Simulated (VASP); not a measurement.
Consider the following.

```
CELL_PARAMETERS angstrom
      2.13456    -3.69717     0.00000
      2.13456     3.69717     0.00000
      0.00000     0.00000     6.91141
ATOMIC_POSITIONS crystal
  Cd 0.00000 0.00000 0.00000
  I  0.33333 0.66667 0.25070
  I  0.66667 0.33333 0.74930
```

These are rev-vdW-DF2, VASP's PBE PAW potentials (set 64) (plane waves; VASP) values and carry that method's errors. Run with 520 eV cut-off, 6×6×3 Γ-centred mesh, Gaussian smearing of 0.050 eV, potentials Cd I.

Task: Estimate the energy per atom (σ→0).

Result: 
| Item | Value |
|---|---|
| energy per atom (σ→0) | 0.257 eV/atom |

Total energies compare only between runs with the same potentials, cut-off and functional.

The compound is CdI2 in the 1T layered structure. It was relaxed first. The start is the result of an earlier pass.
